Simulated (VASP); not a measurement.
Consider the following.

```xyz
2
Lattice="4.4231 0.0000 0.0000 0.0000 4.4231 0.0000 0.0000 0.0000 4.4231" Properties=species:S:1:pos:R:3 pbc="T T T"
Cs     0.0000     0.0000     0.0000
Cl     2.2116     2.2116     2.2116
```

Calculation: RPBE GGA, VASP's PBE PAW potentials (set 64) (plane waves; VASP). Numerical set-up: 520 eV cut-off, 6×6×6 Γ-centred mesh, Gaussian smearing of 0.050 eV, potentials Cs_sv Cl.

Unless said otherwise, spin-orbit coupling is left out, though it shifts the bands of the heavy elements here.

Q: Predict the energy per atom (σ→0), band gap (on the k-mesh) with the smallest direct gap where there is one.

A: 
- band gap (on the k-mesh): 4.72 eV
- smallest direct gap (on the k-mesh): 4.73 eV
- energy per atom (σ→0): -3.086 eV/atom

Only differences to runs with the same potentials and settings are physical.

The compound is CsCl in the CsCl type structure. This cell is one point of a volume scan, at 1.03 of the reference volume.
